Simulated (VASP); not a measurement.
Calculation: TPSS meta-GGA, VASP's PBE PAW potentials (set 64) (plane waves; VASP).

Input for VASP

KPOINTS:
```
Automatic mesh
0
Gamma
11 11 9
0 0 0
```

**POSCAR**
```
MgB2
1.0
  1.5712110834  -2.7214169226   0.0000000000
  1.5712110834   2.7214169226   0.0000000000
  0.0000000000   0.0000000000   3.5652692259
Mg B
1 2
Direct
  1.0000000000   1.0000000000   0.0000000000
  0.3333330000   0.6666670000   0.5000000000
  0.6666670000   0.3333330000   0.5000000000
```

**INCAR**
```
SYSTEM  =  MgB2
PREC  =  Accurate; ENCUT  =  520; LREAL  =  .FALSE.
LASPH  =  .TRUE.
EDIFF  =  1E-7; NELM  =  100; ALGO  =  Normal
LMIXTAU  =  .TRUE.
ISMEAR  =  1; SIGMA  =  0.1
METAGGA  =  TPSS
IBRION  =  2; NSW  =  30; ISIF  =  4
EDIFFG  =  -0.01
LWAVE  =  .FALSE.; LCHARG  =  .FALSE.
```

POTCAR, in this order: Mg B (PBE.64 set). Program: vasp_std.

Output of the run:

File OSZICAR:
```
       N       E                     dE             d eps       ncg     rms          rms(c)
DAV:   1     0.170332919562E+02    0.17033E+02   -0.42075E+03  1296   0.957E+02
DAV:   2    -0.180604892634E+02   -0.35094E+02   -0.33614E+02  1904   0.172E+02
DAV:   3    -0.189348462558E+02   -0.87436E+00   -0.86505E+00  1928   0.329E+01
DAV:   4    -0.189407026953E+02   -0.58564E-02   -0.58292E-02  2200   0.237E+00
DAV:   5    -0.189407078279E+02   -0.51326E-05   -0.51325E-05  2000   0.634E-02    0.430E+00
DAV:   6    -0.215530429214E+02   -0.26123E+01   -0.86253E+00  1288   0.456E+01    0.281E+00
DAV:   7    -0.211768281411E+02    0.37621E+00   -0.30473E+00  1616   0.132E+01    0.124E+00
DAV:   8    -0.214264686708E+02   -0.24964E+00   -0.60087E-01  1360   0.784E+00    0.490E-01
DAV:   9    -0.213557935534E+02    0.70675E-01   -0.12129E-01  1472   0.468E+00    0.290E-01
DAV:  10    -0.211549831416E+02    0.20081E+00   -0.93841E-01  1280   0.176E+01    0.122E-01
DAV:  11    -0.214590804209E+02   -0.30410E+00   -0.59183E-01  1280   0.129E+01    0.579E-02
DAV:  12    -0.214597808060E+02   -0.70039E-03   -0.13518E-03  2040   0.432E-01    0.621E-02
DAV:  13    -0.214594529829E+02    0.32782E-03   -0.13482E-04  1472   0.185E-01    0.397E-02
DAV:  14    -0.214597513657E+02   -0.29838E-03   -0.41917E-04  1488   0.344E-01    0.634E-03
DAV:  15    -0.214598209101E+02   -0.69544E-04   -0.61582E-05  1360   0.138E-01    0.668E-03
DAV:  16    -0.214598276129E+02   -0.67028E-05   -0.17376E-06  2048   0.224E-02    0.439E-03
DAV:  17    -0.214598334541E+02   -0.58412E-05   -0.13391E-06  1520   0.164E-02    0.218E-03
DAV:  18    -0.214598348950E+02   -0.14409E-05   -0.88155E-07  1392   0.159E-02    0.598E-04
DAV:  19    -0.214598365274E+02   -0.16323E-05   -0.51046E-07  1352   0.104E-02    0.249E-04
DAV:  20    -0.214598364440E+02    0.83392E-07   -0.21488E-08   680   0.251E-03
   1 F= -.21459836E+02 E0= -.21459476E+02  d E =-.214598E+02
       N       E                     dE             d eps       ncg     rms          rms(c)
DAV:   1    -0.214777181292E+02   -0.17882E-01   -0.26633E-01  1808   0.401E+00    0.325E-01
DAV:   2    -0.214714102952E+02    0.63078E-02   -0.12103E-02  1696   0.715E-01    0.119E-01
DAV:   3    -0.214710323388E+02    0.37796E-03   -0.42255E-03  1616   0.356E-01    0.354E-02
DAV:   4    -0.214708289088E+02    0.20343E-03   -0.47509E-04  1392   0.190E-01    0.917E-03
DAV:   5    -0.214710428369E+02   -0.21393E-03   -0.34447E-04  1352   0.148E-01    0.764E-03
DAV:   6    -0.214710769120E+02   -0.34075E-04   -0.47630E-05  1464   0.529E-02    0.185E-03
DAV:   7    -0.214710767515E+02    0.16052E-06   -0.97047E-07  1680   0.101E-02    0.140E-03
DAV:   8    -0.214710770357E+02   -0.28427E-06   -0.43145E-07  1416   0.834E-03    0.483E-04
DAV:   9    -0.214710773198E+02   -0.28408E-06   -0.17026E-07  1312   0.425E-03    0.106E-04
DAV:  10    -0.214710773277E+02   -0.79125E-08   -0.68975E-09   688   0.818E-04
   2 F= -.21471077E+02 E0= -.21471146E+02  d E =-.112409E-01
       N       E                     dE             d eps       ncg     rms          rms(c)
DAV:   1    -0.214715502795E+02   -0.47296E-03   -0.75053E-03  1768   0.675E-01    0.541E-02
DAV:   2    -0.214713794556E+02    0.17082E-03   -0.31544E-04  1792   0.117E-01    0.230E-02
DAV:   3    -0.214713682078E+02    0.11248E-04   -0.16023E-04  1608   0.683E-02    0.665E-03
DAV:   4    -0.214713604830E+02    0.77248E-05   -0.20425E-05  1400   0.357E-02    0.196E-03
DAV:   5    -0.214713683313E+02   -0.78483E-05   -0.13918E-05  1352   0.287E-02    0.140E-03
DAV:   6    -0.214713695942E+02   -0.12629E-05   -0.14558E-06  1528   0.961E-03    0.411E-04
DAV:   7    -0.214713695749E+02    0.19318E-07   -0.45244E-08   976   0.201E-03
   3 F= -.21471370E+02 E0= -.21471425E+02  d E =-.115331E-01
```

OUTCAR:
```
------------------------ aborting loop because EDIFF is reached ----------------------------------------
  FORCE on cell =-STRESS in cart. coord.  units (eV):
  Direction    XX          YY          ZZ          XY          YZ          ZX
  --------------------------------------------------------------------------------------
  Total       -1.3936807     -1.3936802     -1.3783391     -0.0000000      0.0000000     -0.0000000
  in kB      -73.2355457    -73.2355207    -72.4293698     -0.0000000      0.0000000     -0.0000000
  external PRESSURE =     -72.9668121 kB  Pullay stress =       0.0000000 kB
  volume of cell :       30.49
      direct lattice vectors                 reciprocal lattice vectors
     1.558623779 -2.699615113  0.000000000     0.320795824 -0.185211587  0.000000000
     1.558623779  2.699615113  0.000000000     0.320795824  0.185211587  0.000000000
    -0.000000000  0.000000000  3.623087288    -0.000000000  0.000000000  0.276007703
 POSITION                                       TOTAL-FORCE (eV/Angst)
 -----------------------------------------------------------------------------------
      0.00000      0.00000      0.00000        -0.000000     -0.000000      0.000000
      1.55862      0.89987      1.81154        -0.000000     -0.000000      0.000000
      1.55862     -0.89987      1.81154         0.000000      0.000000      0.000000
 -----------------------------------------------------------------------------------
    total drift:                                0.000000     -0.000000      0.000000
  FREE ENERGIE OF THE ION-ELECTRON SYSTEM (eV)
  ---------------------------------------------------
  free  energy   TOTEN  =       -21.4713695749 eV

  energy  without entropy=      -21.4715357420  energy(sigma->0) =      -21.47142496

 reached required accuracy - stopping structural energy minimisation
```
(Selected blocks of OUTCAR.)

File CONTCAR:
```
MgB2
   1.00000000000000
     1.5586237785092516   -2.6996151126659393    0.0000000000000000
     1.5586237785092516    2.6996151126659393    0.0000000000000000
    -0.0000000000000000    0.0000000000000000    3.6230872880269684
  Mg              B
     1     2
Direct
     0.0000000000000000    0.0000000000000000    0.0000000000000000
     0.3333330000000032    0.6666669999999968    0.5000000000000000
     0.6666669999999968    0.3333330000000032    0.5000000000000000
```

The compound is MgB2 in the AlB2 type structure. This cell is one point of a volume scan, at 1.06 of the reference volume. Symmetry was kept, so distortions that lower it aren't found.
